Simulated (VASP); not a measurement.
Runs of VASP 6.6.1 on N2. The cell holds a molecule in a box, 2 atoms: a = 10.000 Å, b = 10.500 Å, c = 11.000 Å, α = 90.00°, β = 90.00°, γ = 90.00°. 

| level | potentials or basis | gap on the mesh (eV) | largest force (eV/Å) |
| --- | --- | --- | --- |
| r2SCAN | VASP PAW PBE potentials, release 64 (N) | 8.91 | - |
| LDA | VASP PAW LDA potentials, release 64 (N) | 8.09 | 0.01 |
| PBE+D3(BJ) | VASP PAW PBE potentials, release 64 (N) | (a) | 0.01 |
| PBE | VASP PAW PBE potentials, release 64 (N) | 8.07 | 0.02 |

Alike in all rows: task relaxation of the atoms; no spin polarisation; cell atoms relaxed; k mesh 1 × 1 × 1; cutoff (eV) 520; smearing gaussian 0.05 eV.

Question: Fill in the values left out.

Answer: (a) 8.06.

Caveats: the standard files for N, O and F lose accuracy on very short bonds; the PAW data sets were made with another functional, which shifts forces and pressure a little (some runs).

A k mesh can miss the band edges.

Not every run made on this cell is shown here.
